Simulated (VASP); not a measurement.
Wanted: the native input for a VASP 6.6.1 run.

| Property | Result |
| --- | --- |
| Task | relaxation of cell and atoms |
| Functional | RPBE |
| Potentials or basis | VASP PAW PBE potentials, release 64 (Mo_sv) |
| Cutoff | 600 eV |
| k mesh | 16 × 16 × 16 |
| Occupations | methfessel-paxton, width 0.1 eV |
| Spin | no spin polarisation |
| Further INCAR settings | ALGO = Normal; EDIFF = 1e-06; IBRION = 2; EDIFFG = -0.01; NSW = 90; ISIF = 3 |

The structure of Mo lies in POSCAR:

```
Mo
1.0
   -1.5734150000      1.5734150000      1.5734150000
    1.5734150000     -1.5734150000      1.5734150000
    1.5734150000      1.5734150000     -1.5734150000
Mo
1
Direct
    0.0000000000      0.0000000000      0.0000000000
```

One way to write it, as run:

INCAR

```
SYSTEM = Mo
PREC = Accurate
ENCUT = 600
EDIFF = 1E-6
ISMEAR = 1
SIGMA = 0.1
LREAL = .False.
LASPH = .True.
NELM = 80
ALGO = Normal
ISIF = 3
LWAVE = .False.
LCHARG = .False.
GGA = RP
IBRION = 2
NSW = 90
EDIFFG = -0.01
```

KPOINTS

```
Automatic mesh
0
Gamma
  16 16 16
  0 0 0
```

Potentials or basis: VASP PAW PBE potentials, release 64 (Mo_sv).

Command:

```sh
$ cat potpaw_PBE.64/Mo_sv/POTCAR > POTCAR
$ mpirun -np 1 vasp_std > vasp.out
```

Results of the run:

```
Relaxed volume                         : 16.01 Å³/atom
Relaxed cell                           : a = 2.750 Å, b = 2.750 Å, c = 2.750 Å, α = 109.47°, β = 109.47°, γ = 109.47°
Space group after relaxing (to 0.05 Å) : Im-3m (No. 229)
Energy gained by relaxing              : 9.5 meV/atom
Ionic steps                            : 4
Pressure after relaxing                : 0.0 GPa
Band gap on the k mesh                 : none (metal or under the smearing width)
```

Caveat: the PAW data sets were made with another functional, which shifts forces and pressure a little.

Wall time 21 s on 1 thread of Intel(R) Xeon(R) 6975P-C (Granite Rapids), with other jobs on the host, peak memory 0.17 GiB.
